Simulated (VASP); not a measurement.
An input for Ansatz (written as the equivalent of a VASP run, and not itself run):

Ansatz 0.2 input:
```yaml
crystal:
  lattice:
    - [0.0000000, 3.0348000, 3.0348000]
    - [3.0348000, 0.0000000, 3.0348000]
    - [3.0348000, 3.0348000, 0.0000000]
  atoms:
    - { symbol: Ca, position: [0.0000000, 0.0000000, 0.0000000] }
    - { symbol: S, position: [0.5000000, 0.5000000, 0.5000000] }
kpoints:
  mp_grid: { grid: [7, 7, 7] }
hamiltonian:
  xc: pbe
  pseudopotentials: { kind: paw }
scf:
  occupations: { method: gaussian, width: 0.05 }
  max_iter: 100
relax:
  max_steps: 60
  f_tol: 0.01
  cell: {}
output: { forces: true, stress: true, eigenvalues: true }
```

Task: Write the VASP files for the same calculation (PBE).

Result: Several could match; the one computed here: 
File KPOINTS:
```
Automatic mesh
0
Gamma
7 7 7
0 0 0
```

**INCAR**
```
ALGO = Normal
EDIFF = 1E-6
EDIFFG = -0.01
ENCUT = 400
GGA = PE
IBRION = 2
ISIF = 3
ISMEAR = 0
LASPH = .True.
LCHARG = .False.
LREAL = .False.
LWAVE = .False.
NELM = 100
NSW = 60
PREC = Accurate
SIGMA = 0.05
SYSTEM = CaS
```

### POSCAR
```
CaS
1
    0.0000000000     3.0348000000     3.0348000000
    3.0348000000     0.0000000000     3.0348000000
    3.0348000000     3.0348000000     0.0000000000
Ca S
1 1
Direct
  0.0000000000   0.0000000000   0.0000000000
  0.5000000000   0.5000000000   0.5000000000
```

POTCAR, in this order: Ca_sv S (PBE.64 set). Program: vasp_std.

The two are equivalent in intent, not identical: each code has its own PAW files, so the cut-off isn't converted (ENCUT is set for VASP's; basis.ecutwfc is left out, and Ansatz then takes the one that its files recommend); Ansatz stops its SCF on the density residual and VASP on the energy change (EDIFF).

The structure was generated: CaS was put into the rock salt type (Fm-3m), which need not be its known phase. This run relaxes it. Symmetry was kept, so distortions that lower it aren't found.
